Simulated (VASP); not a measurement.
Here is a VASP 6.6.1 calculation.

The input INCAR:

```
SYSTEM = Ta4NiO11
PREC = Accurate
ENCUT = 520
EDIFF = 1E-7
ISMEAR = -1
SIGMA = 0.05
LREAL = .FALSE.
LASPH = .TRUE.
NELM = 120
ALGO = Normal
ISIF = 2
LWAVE = .FALSE.
LCHARG = .TRUE.
ISPIN = 2
MAGMOM = 0 0 0 0 1 0 0 0 0 0 0 0 0 0 0 0
LORBIT = 11
LMAXMIX = 4
GGA = PE
LELF = .TRUE.
```

The input KPOINTS:

```
regular mesh
0
G
  6 5 4
  0 0 0
```

POSCAR

```
Ta4NiO11
1.0
    4.7708900000      0.0000000000      0.0051300000
    0.0000000000      5.8245400000      0.0000000000
   -1.9862800000      0.0000000000      7.2505100000
Ta Ni O
4 1 11
Direct
    0.6133900000      0.5000000000      0.7604200000
    0.3866100000      0.5000000000      0.2395800000
    0.1661500000      0.0000000000      0.7987500000
    0.8338500000      0.0000000000      0.2012500000
    0.5000000000      0.0000000000      0.5000000000
    0.3327800000      0.7991300000      0.6505300000
    0.6672200000      0.7991300000      0.3494700000
    0.9004700000      0.2578600000      0.8071800000
    0.0995300000      0.2578600000      0.1928200000
    0.6672200000      0.2008700000      0.3494700000
    0.3327800000      0.2008700000      0.6505300000
    0.0995300000      0.7421400000      0.1928200000
    0.9004700000      0.7421400000      0.8071800000
    0.5000000000      0.5000000000      0.0000000000
    0.5000000000      0.0000000000      0.0000000000
    0.5000000000      0.5000000000      0.5000000000
```

Potentials or basis: VASP PAW PBE potentials, release 64 (Ta_pv, Ni, O).

The run is started by

```sh
$ cat potpaw_PBE.64/Ta_pv/POTCAR potpaw_PBE.64/Ni/POTCAR potpaw_PBE.64/O/POTCAR > POTCAR
$ mpirun -np 4 vasp_std > vasp.out
```

Task: Predict the band gap on the k mesh.

Result: 0.82 eV, indirect (least direct gap 0.87 eV).

Task: Predict the pressure.

Result: 0.9 GPa.

Task: Estimate the net moment.

Result: 0.00 μB per cell.

Forces in eV/Å, atoms in the order of the input:
```
Ta  -0.076  0.000  0.055
Ta   0.076  0.000 -0.055
Ta  -0.121  0.000  0.042
Ta   0.121  0.000 -0.042
Ni   0.000  0.000  0.000
O    0.037 -0.076 -0.044
O   -0.037 -0.076  0.044
O    0.008 -0.009  0.013
O   -0.008 -0.009 -0.013
O   -0.037  0.076  0.044
O    0.037  0.076 -0.044
O   -0.008  0.009 -0.013
O    0.008  0.009  0.013
O    0.000  0.000  0.000
O    0.000  0.000  0.000
O    0.000  0.000  0.000
```

Caveat: spin-orbit coupling is left out, which moves the levels of the heavy elements; an odd mesh through Γ misses points on the zone boundary, where band edges often lie.
